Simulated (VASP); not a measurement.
Set up this calculation in VASP 6.6.1, as the native input.

```
Task                   : electric field gradients
Functional             : BLYP
Dispersion             : D3
Potentials or basis    : VASP PAW PBE potentials, release 64 (Sn_d, Mo_pv, Mg_pv)
Cutoff                 : 520 eV
k mesh                 : 6 × 5 × 5
Occupations            : methfessel-paxton, width 0.2 eV
Spin                   : no spin polarisation
Further INCAR settings : ALGO = Normal; EDIFF = 1e-08
```

The structure of Mg6SnMo lies in POSCAR:

```
Mg6SnMo
1.0
    4.9563570000      0.0000000000      0.0000000000
    0.0000000000      3.1307925000      5.3272295000
    0.0000000000     -3.1307925000      5.3272295000
Sn Mo Mg
1 1 6
Direct
    0.0000000000      0.8248630000      0.8248630000
    0.5000000000      0.6661460000      0.6661460000
    0.5000000000      0.1657720000      0.1657720000
    0.5000000000      0.6640040000      0.1735300000
    0.5000000000      0.1735300000      0.6640040000
    0.0000000000      0.3337240000      0.3337240000
    0.0000000000      0.8249170000      0.3470450000
    0.0000000000      0.3470450000      0.8249170000
```

The cell comes from a database or a generator and needn't be the stable form of this composition.

One way to write it, as run:

INCAR

```
PREC = Accurate ; ENCUT = 520
EDIFF = 1E-8 ; ISMEAR = 1
SIGMA = 0.2 ; LREAL = False
LASPH = True ; NELM = 60
ALGO = Normal ; ISIF = 2
LWAVE = False ; LCHARG = False
GGA = B5 ; ALDAX = 1.0
AGGAX = 1.0 ; AGGAC = 1.0
ALDAC = 0.0 ; IVDW = 11
VDW_S6 = 1.0 ; VDW_S8 = 1.682
VDW_SR = 1.094 ; VDW_SR8 = 1.0
LEFG = True
```

KPOINTS

```
Automatic mesh
0
Gamma
  6 5 5
```

Potentials or basis: VASP PAW PBE potentials, release 64 (Sn_d, Mo_pv, Mg_pv).

Launch:

```sh
$ cat potpaw_PBE.64/Sn_d/POTCAR potpaw_PBE.64/Mo_pv/POTCAR potpaw_PBE.64/Mg_pv/POTCAR > POTCAR
$ mpirun -np 1 vasp_std > vasp.out
```

Results of the run:

```json
{"Pressure": "-2.4 GPa", "Largest force": "0.161 eV/Å", "Band gap on the k mesh": "none (metal or under the smearing width)", "Dispersion energy per atom": "-0.579 eV"}
```

Caveat: the PAW data sets were made with another functional, which shifts forces and pressure a little; pairwise dispersion overbinds metals, which lowers pressure and volume.

Run time: 5.1 min on 1 thread of Intel(R) Xeon(R) Platinum 8259CL CPU @ 2.50GHz (Skylake/Cascade Lake) (shared host), peak memory 0.45 GiB.
